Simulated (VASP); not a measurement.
Output of a VASP run:

File OSZICAR:
```
       N       E                     dE             d eps       ncg     rms          rms(c)
DAV:   1    -0.113970133087E+03   -0.11397E+03   -0.28745E-01  1954   0.230E+00    0.379E+00
DAV:   2    -0.155814774707E+03   -0.41845E+02   -0.64156E+01  2064   0.559E+01    0.485E+01
DAV:   3    -0.114542497578E+03    0.41272E+02   -0.28615E+01  2041   0.349E+01    0.109E+01
DAV:   4    -0.113886487765E+03    0.65601E+00   -0.58170E+00  1534   0.853E+00    0.339E+00
DAV:   5    -0.113856490455E+03    0.29997E-01   -0.59259E-01  1636   0.301E+00    0.940E-01
DAV:   6    -0.113851435896E+03    0.50546E-02   -0.67575E-02  1494   0.159E+00    0.442E-01
DAV:   7    -0.113851506912E+03   -0.71016E-04   -0.13591E-02  1518   0.638E-01    0.411E-01
DAV:   8    -0.113850087257E+03    0.14197E-02   -0.35461E-03  1438   0.380E-01    0.190E-01
DAV:   9    -0.113850147692E+03   -0.60434E-04   -0.35847E-04  1533   0.804E-02    0.208E-01
DAV:  10    -0.113850087442E+03    0.60250E-04   -0.17162E-04  1517   0.791E-02    0.166E-01
DAV:  11    -0.113849962086E+03    0.12536E-03   -0.61008E-04  1542   0.132E-01    0.657E-02
DAV:  12    -0.113849951340E+03    0.10746E-04   -0.25500E-04  1542   0.936E-02    0.535E-02
DAV:  13    -0.113849946575E+03    0.47656E-05   -0.58294E-05  1510   0.491E-02    0.586E-02
DAV:  14    -0.113849941030E+03    0.55450E-05   -0.11577E-05  1391   0.193E-02    0.488E-02
DAV:  15    -0.113849930117E+03    0.10913E-04   -0.14795E-05  1377   0.202E-02    0.193E-02
DAV:  16    -0.113849930191E+03   -0.74508E-07   -0.23790E-06   760   0.649E-03
   1 F= -.11384993E+03 E0= -.11385201E+03  d E =0.624629E-02
```

File OUTCAR:
```
------------------------ aborting loop because EDIFF is reached ----------------------------------------
  FORCE on cell =-STRESS in cart. coord.  units (eV):
  Direction    XX          YY          ZZ          XY          YZ          ZX
  --------------------------------------------------------------------------------------
  Total       -6.8913506     -6.8913509     -0.1913626      0.0000000     -0.0000000     -0.0000000
  in kB      -21.0510962    -21.0510970     -0.5845578      0.0000000     -0.0000000     -0.0000000
  external PRESSURE =     -14.2289170 kB  Pullay stress =       0.0000000 kB
  volume of cell :      524.49
      direct lattice vectors                 reciprocal lattice vectors
     5.407646985  0.000000000  0.000000000     0.184923314 -0.106765523  0.000000000
     2.703823493  4.683159752  0.000000000     0.000000000  0.213531046  0.000000000
     0.000000000  0.000000000 20.710610781     0.000000000  0.000000000  0.048284428
 POSITION                                       TOTAL-FORCE (eV/Angst)
 -----------------------------------------------------------------------------------
      8.10947      4.68201      7.10096         0.002946      0.001701     -0.005557
      5.40964      4.68201      7.10096        -0.002946      0.001701     -0.005557
      6.75956      2.34388      7.10096         0.000000     -0.003402     -0.005557
      4.05574      2.34158      7.11133         0.000000     -0.000000     -0.010245
      1.35191      0.78053      9.27319         0.000000     -0.000000      0.013345
      4.05574      0.77839      9.27591         0.000000     -0.001642      0.002482
      2.70197      3.12318      9.27591        -0.001422      0.000821      0.002482
      5.40951      3.12318      9.27591         0.001422      0.000821      0.002482
      5.40570      1.56217     11.43909         0.001505     -0.000869      0.008298
      2.70576      1.56217     11.43909        -0.001505     -0.000869      0.008298
      6.75956      3.90263     11.44257         0.000000     -0.000000     -0.013405
      4.05573      3.90039     11.43909         0.000000      0.001737      0.008298
      8.09060      4.67111     13.63544        -0.007762     -0.004481      0.003909
      5.42852      4.67111     13.63544         0.007762     -0.004481      0.003909
      6.75956      2.36568     13.63544        -0.000000      0.008963      0.003909
      4.05574      2.34158     13.61525         0.000000     -0.000000     -0.010554
      1.35191      0.78053     14.59965         0.000000     -0.000000     -0.006537
 -----------------------------------------------------------------------------------
    total drift:                                0.004316      0.002492     -0.004290
  FREE ENERGIE OF THE ION-ELECTRON SYSTEM (eV)
  ---------------------------------------------------
  free  energy   TOTEN  =      -113.8499301913 eV

  energy  without entropy=     -113.8561764775  energy(sigma->0) =     -113.85201229

 total charge

# of ion       s       p       d       tot
------------------------------------------
    1        0.484   0.423   7.355   8.262
    2        0.484   0.423   7.355   8.262
    3        0.484   0.423   7.355   8.262
    4        0.481   0.427   7.354   8.263
    5        0.502   0.580   7.345   8.427
    6        0.502   0.583   7.343   8.428
    7        0.502   0.583   7.343   8.428
    8        0.502   0.583   7.343   8.428
    9        0.499   0.576   7.341   8.416
   10        0.499   0.576   7.341   8.416
   11        0.504   0.579   7.357   8.440
   12        0.499   0.576   7.341   8.416
   13        0.482   0.476   7.377   8.335
   14        0.482   0.476   7.377   8.335
   15        0.482   0.476   7.377   8.335
   16        0.479   0.421   7.358   8.258
   17        0.505   0.023   0.000   0.527
--------------------------------------------------
tot          8.377   8.202 117.660 134.239
```
(Selected blocks of OUTCAR.)

File POSCAR:
```
Rh16H
1
    5.4076469850     0.0000000000     0.0000000000
    2.7038234925     4.6831597521     0.0000000000
    0.0000000000     0.0000000000    20.7106107808
Rh H
16 1
Direct
  0.9997539111   0.9997539111   0.3428658473
  0.5004921778   0.9997539111   0.3428658473
  0.9997539111   0.5004921778   0.3428658473
  0.5000000000   0.5000000000   0.3433666608
  0.1666670000   0.1666670000   0.4477506771
  0.6668957688   0.1662094624   0.4478820443
  0.1662094624   0.6668957688   0.4478820443
  0.6668957688   0.6668957688   0.4478820443
  0.8328537843   0.3335726078   0.5523298501
  0.3335726078   0.3335726078   0.5523298501
  0.8333330000   0.8333330000   0.5524977303
  0.3335726078   0.8328537843   0.5523298501
  0.9974272358   0.9974272358   0.6583795252
  0.5051455284   0.9974272358   0.6583795252
  0.9974272358   0.5051455284   0.6583795252
  0.5000000000   0.5000000000   0.6574045588
  0.1666670000   0.1666670000   0.7049355724
```

Task: Write an INCAR and KPOINTS that could have produced this output.

Result: This is not unique; one that fits is the input of the run itself, PBE GGA, plane waves, VASP's PBE PAW potentials (set 64).

**INCAR**
```
ISMEAR = 1   ! Methfessel-Paxton
ENCUT = 400
LREAL = F   ! projection in real space or not
LWAVE = F
EDIFF = 1E-6   ! SCF stop (eV)
PREC = Normal
LMAXMIX = 4
NELMIN = 4
LASPH = T   ! aspherical one-centre terms
LORBIT = 11
NELM = 100
DIPOL = 0.5 0.5 0.5
GGA = PE
IDIPOL = 3
ALGO = Normal   ! blocked Davidson
SYSTEM = Rh16H
SIGMA = 0.1
LVHAR = T
LCHARG = F
LDIPOL = T
```

**KPOINTS**
```
Automatic mesh
0
Gamma
6 6 1
0 0 0
```

POTCAR, in this order: Rh H (PBE.64 set). Program: vasp_std. Read from the step before: WAVECAR.

The cell is a thin slab with vacuum, built from Rh (fcc): (111) face, H adsorbed.
